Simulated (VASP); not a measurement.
VASP input:

**INCAR**
```
SYSTEM=ZnSe
PREC=Accurate; ENCUT=400; LREAL=.FALSE.
LASPH=.TRUE.
EDIFF=1E-6; NELM=100; ALGO=Normal
LMAXMIX=4
ISMEAR=0; SIGMA=0.05
GGA=PE
ISIF=2
LWAVE=.FALSE.; LCHARG=.FALSE.
```

**POSCAR**
```
ZnSe
2.9096750
  0.0000000000   1.0000000000   0.9664649832
  0.9879711652   0.0000000000   0.9664649832
  0.9879711652   1.0000000000   0.0000000000
Zn Se
1 1
Cartesian
  0.0000000000   0.0000000000   0.0000000000
  0.5276279767   0.5000000000   0.4832324916
```

### KPOINTS
```
Automatic mesh
0
Gamma
7 7 7
0 0 0
```

POTCAR, in this order: Zn Se (PBE.64 set). Program: vasp_std.

Q: Write an equivalent input for Ansatz.

A: One equivalent input (not run):
Ansatz 0.2 input:
```yaml
crystal:
  lattice:
    - [0.0000000, 2.9096750, 2.8120990]
    - [2.8746750, 0.0000000, 2.8120990]
    - [2.8746750, 2.9096750, 0.0000000]
  atoms:
    - { symbol: Zn, position: [0.0000000, 0.0000000, 0.0000000] }
    - { symbol: Se, position: [0.2329740, 0.2670260, 0.2670260] }
kpoints:
  mp_grid: { grid: [7, 7, 7] }
hamiltonian:
  xc: pbe
  pseudopotentials: { kind: paw }
scf:
  occupations: { method: gaussian, width: 0.05 }
  max_iter: 100
output: { forces: true, stress: true, eigenvalues: true }
```
What does not carry over: each code has its own PAW files, so the cut-off isn't converted (ENCUT is set for VASP's; basis.ecutwfc is left out, and Ansatz then takes the one that its files recommend); Ansatz stops its SCF on the density residual and VASP on the energy change (EDIFF).

The compound is ZnSe in the zinc blende structure. The cell was not relaxed at this level, atoms are displaced from their ideal sites.
